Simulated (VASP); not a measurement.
OSZICAR of a VASP run on Fe₃Si (space group Fm-3m):

OSZICAR:
```
       N       E                     dE             d eps       ncg     rms          rms(c)
DAV:   1     0.149828001382E+03    0.14983E+03   -0.10505E+04  3088   0.131E+03
DAV:   2    -0.493301960002E+02   -0.19916E+03   -0.18775E+03  3080   0.311E+02
DAV:   3    -0.583848202124E+02   -0.90546E+01   -0.84696E+01  3536   0.892E+01
DAV:   4    -0.586196253498E+02   -0.23481E+00   -0.23381E+00  3914   0.128E+01
DAV:   5    -0.586258278274E+02   -0.62025E-02   -0.61996E-02  3754   0.184E+00    0.256E+01
DAV:   6    -0.538402413357E+02    0.47856E+01   -0.50676E+01  3680   0.115E+02    0.166E+01
DAV:   7    -0.526604085264E+02    0.11798E+01   -0.78974E+00  3674   0.568E+01    0.102E+01
DAV:   8    -0.527999814504E+02   -0.13957E+00   -0.15322E+00  4026   0.298E+01    0.693E+00
DAV:   9    -0.526688452598E+02    0.13114E+00   -0.61730E-01  4250   0.216E+01    0.336E+00
DAV:  10    -0.526333264246E+02    0.35519E-01   -0.88550E-02  4146   0.663E+00    0.859E-01
DAV:  11    -0.526351947950E+02   -0.18684E-02   -0.21691E-02  4030   0.211E+00    0.254E-01
DAV:  12    -0.526354091014E+02   -0.21431E-03   -0.11723E-03  3406   0.392E-01    0.140E-01
DAV:  13    -0.526354976311E+02   -0.88530E-04   -0.14506E-04  3888   0.152E-01    0.691E-02
DAV:  14    -0.526355002707E+02   -0.26396E-05   -0.41014E-05  4274   0.107E-01    0.279E-02
DAV:  15    -0.526354988131E+02    0.14576E-05   -0.10518E-05  4012   0.696E-02    0.812E-03
DAV:  16    -0.526354976902E+02    0.11230E-05   -0.13345E-06  1968   0.162E-02    0.444E-03
DAV:  17    -0.526354975822E+02    0.10802E-06   -0.35929E-07  1816   0.102E-02
   1 F= -.52635498E+02 E0= -.52636561E+02  d E =-.526355E+02  mag=     5.8740
       N       E                     dE             d eps       ncg     rms          rms(c)
DAV:   1    -0.537322797400E+02   -0.10968E+01   -0.22089E+01  3128   0.736E+01    0.993E+00
DAV:   2    -0.530475774987E+02    0.68470E+00   -0.80372E+00  3606   0.494E+01    0.940E+00
DAV:   3    -0.529399110597E+02    0.10767E+00   -0.23268E+00  3860   0.391E+01    0.755E+00
DAV:   4    -0.526556795041E+02    0.28423E+00   -0.72814E-01  3984   0.231E+01    0.238E+00
DAV:   5    -0.526589945746E+02   -0.33151E-02   -0.77532E-02  3594   0.412E+00    0.133E+00
DAV:   6    -0.526623991327E+02   -0.34046E-02   -0.32692E-02  4954   0.356E+00    0.914E-01
DAV:   7    -0.526634732894E+02   -0.10742E-02   -0.43299E-03  3456   0.614E-01    0.531E-01
DAV:   8    -0.526636490150E+02   -0.17573E-03   -0.15711E-03  5184   0.125E+00    0.204E-01
DAV:   9    -0.526640528732E+02   -0.40386E-03   -0.97927E-04  4996   0.453E-01    0.706E-02
DAV:  10    -0.526640743407E+02   -0.21467E-04   -0.13461E-04  3756   0.153E-01    0.258E-02
DAV:  11    -0.526640750093E+02   -0.66862E-06   -0.14210E-05  4176   0.666E-02    0.178E-02
DAV:  12    -0.526640752847E+02   -0.27541E-06   -0.88480E-06  4110   0.707E-02
   2 F= -.52664075E+02 E0= -.52663333E+02  d E =-.285777E-01  mag=     6.8384
       N       E                     dE             d eps       ncg     rms          rms(c)
DAV:   1    -0.528106595328E+02   -0.14658E+00   -0.28253E+00  3158   0.256E+01    0.362E+00
DAV:   2    -0.527009005527E+02    0.10976E+00   -0.86341E-01  3576   0.160E+01    0.330E+00
DAV:   3    -0.526901084067E+02    0.10792E-01   -0.14664E-01  3670   0.991E+00    0.185E+00
DAV:   4    -0.526759729372E+02    0.14135E-01   -0.63930E-02  3784   0.742E+00    0.918E-01
DAV:   5    -0.526740696993E+02    0.19032E-02   -0.90293E-03  3804   0.210E+00    0.303E-01
DAV:   6    -0.526731219333E+02    0.94777E-03   -0.23081E-03  4432   0.582E-01    0.150E-01
DAV:   7    -0.526731496486E+02   -0.27715E-04   -0.20538E-04  3940   0.159E-01    0.757E-02
DAV:   8    -0.526731637981E+02   -0.14149E-04   -0.52188E-05  5286   0.171E-01    0.331E-02
DAV:   9    -0.526731629146E+02    0.88346E-06   -0.23193E-05  3394   0.875E-02    0.101E-02
DAV:  10    -0.526731627832E+02    0.13145E-06   -0.22056E-06  2634   0.220E-02
   3 F= -.52673163E+02 E0= -.52672542E+02  d E =-.376652E-01  mag=     6.6734
       N       E                     dE             d eps       ncg     rms          rms(c)
DAV:   1    -0.526832563940E+02   -0.10093E-01   -0.18462E-01  3146   0.662E+00    0.917E-01
DAV:   2    -0.526762040063E+02    0.70524E-02   -0.57739E-02  3588   0.416E+00    0.857E-01
DAV:   3    -0.526754356439E+02    0.76836E-03   -0.10379E-02  3714   0.264E+00    0.497E-01
DAV:   4    -0.526743640497E+02    0.10716E-02   -0.43116E-03  3734   0.192E+00    0.223E-01
DAV:   5    -0.526742466914E+02    0.11736E-03   -0.57830E-04  3818   0.500E-01    0.804E-02
DAV:   6    -0.526741809631E+02    0.65728E-04   -0.13476E-04  4382   0.134E-01    0.371E-02
DAV:   7    -0.526741830387E+02   -0.20757E-05   -0.10420E-05  3384   0.353E-02    0.190E-02
DAV:   8    -0.526741843932E+02   -0.13545E-05   -0.16261E-06  2160   0.396E-02    0.837E-03
DAV:   9    -0.526741859215E+02   -0.15282E-05   -0.20046E-06  2270   0.170E-02    0.275E-03
DAV:  10    -0.526741859975E+02   -0.76058E-07   -0.20519E-07  1594   0.500E-03
   4 F= -.52674186E+02 E0= -.52673699E+02  d E =-.386884E-01  mag=     6.7066
```

Q: Which electronic solver shows in the log?

A: It is blocked Davidson (ALGO = Normal, or the opening steps of other solvers). The INCAR had ALGO = Normal.

Q: How was spin treated?

A: Collinear spin (ISPIN = 2): the summary line carries one mag value, 6.71 μB in the cell.

Q: Can the final energy be trusted as converged?

A: Self-consistency was reached. It stopped with EDIFF = 1E-6, NELM = 100, NSW = 60 and EDIFFG = -0.02 after 4 ionic steps (r2SCAN meta-GGA, plane waves, VASP's PBE PAW potentials (set 64)). Energy and stress use the plane-wave basis of the starting cell. The run has a spin-polarised start.

The structure comes from a computed database's Fe3Si entry (Fm-3m); how it stands against other phases isn't given here. This run relaxes it. Symmetry was kept, so distortions that lower it aren't found. The start is the result of an earlier pass.
